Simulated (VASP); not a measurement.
The input files of a VASP run:

### KPOINTS
```
Automatic mesh
0
Gamma
9 9 5
0 0 0
```

POSCAR:
```
Dy
1
    1.7950000000     3.1090310000     0.0000000000
    1.7950000000    -3.1090310000     0.0000000000
    0.0000000000     0.0000000000     5.6500000000
Dy
2
Direct
  0.6666670000   0.3333330000   0.2500000000
  0.3333330000   0.6666670000   0.7500000000
```

INCAR:
```
SYSTEM = Dy
PREC = Accurate
ENCUT = 400
EDIFF = 1E-6
NELM = 100
ALGO = Normal
LREAL = .FALSE.
LASPH = .TRUE.
ISMEAR = 1
SIGMA = 0.1
GGA = PE
LMAXMIX = 6
LWAVE = .FALSE.
LCHARG = .FALSE.
ISIF = 2
```

POTCAR, in this order: Dy_3 (PBE.64 set). Program: vasp_std.

What VASP printed:

**standard output**
```
 -----------------------------------------------------------------------------
|                                                                             |
|     EEEEEEE  RRRRRR   RRRRRR   OOOOOOO  RRRRRR      ###     ###     ###     |
|     E        R     R  R     R  O     O  R     R     ###     ###     ###     |
|     E        R     R  R     R  O     O  R     R     ###     ###     ###     |
|     EEEEE    RRRRRR   RRRRRR   O     O  RRRRRR       #       #       #      |
|     E        R   R    R   R    O     O  R   R                               |
|     E        R    R   R    R   O     O  R    R      ###     ###     ###     |
|     EEEEEEE  R     R  R     R  OOOOOOO  R     R     ###     ###     ###     |
|                                                                             |
|     ERROR: the triple product of the basis vectors is negative exchange     |
|     two basis vectors                                                       |
|                                                                             |
|       ---->  I REFUSE TO CONTINUE WITH THIS SICK JOB ... BYE!!! <----       |
|                                                                             |
 -----------------------------------------------------------------------------
```

Question: Read input and log: which fault does this run have?
A. IBRION is misspelt, so VASP ignores the line and takes its default
B. POTCAR lists the elements in another order than POSCAR
C. ISPIN is misspelt, so the run is not spin-polarised
D. the lattice vectors form a left-handed set

Answer: D, the lattice vectors form a left-handed set. VASP stops with an error: ERROR: the triple product of the basis vectors is negative exchange two basis vectors ----> I REFUSE TO CONTINUE WITH THIS SICK JOB ... BYE!!! <----

To mend it, correct POSCAR.
### POSCAR
```
Dy
1
    1.7950000000    -3.1090310000     0.0000000000
    1.7950000000     3.1090310000     0.0000000000
    0.0000000000     0.0000000000     5.6500000000
Dy
2
Direct
  0.3333330000   0.6666670000   0.2500000000
  0.6666670000   0.3333330000   0.7500000000
```
The mended run (PBE GGA, plane waves, VASP's PBE PAW potentials (set 64)) converges, and its OSZICAR ends with
```
   1 F= -.90676329E+01 E0= -.90686603E+01  d E =0.308210E-02
```

The compound is Dy in the hcp structure. The cell was not relaxed at this level. The 4f electrons are frozen in the core of the lanthanide potential, so 4f levels, which can set the real gap, and their magnetism are missing.
